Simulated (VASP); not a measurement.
Crystal: CuI2.

```
Cu I
1.0
     0.00000    3.51126    3.51126
     3.51126    0.00000    3.51126
     3.51126    3.51126    0.00000
Cu I
1 2
Direct
  0.00000 0.00000 0.00000
  0.25000 0.25000 0.25000
  0.75000 0.75000 0.75000
```

The cell comes from a database or a generator and needn't be the stable form of this composition.

Base run:

```yaml
Program: VASP 6.6.1
Functional: r2SCAN
Potentials_or_basis: VASP PAW PBE potentials, release 64 (Cu, I)
Cutoff: 520 eV
k_mesh: 5 × 5 × 5
Occupations: gaussian, width 0.05 eV
Spin: collinear spin, ferromagnetic start
Starting_moments: "[0.6, 0.0, 0.0] μB"
Fixed_moment: 2 μB
Hubbard_terms: Cu d U = 7 eV
```

Its results: pressure 2.2 GPa; net moment 2.00 μB per cell.

Problem. The run is repeated on the same cell with these changes: fixed moment from 2 μB to none. What comes out?

Solution. Pressure 2.6 GPa; net moment 0.04 μB per cell.

Caveats: the PAW data sets were made with another functional, which shifts forces and pressure a little; the moment is held away from its start (some runs); the total moment is fixed, so each spin has its own Fermi level (some runs).
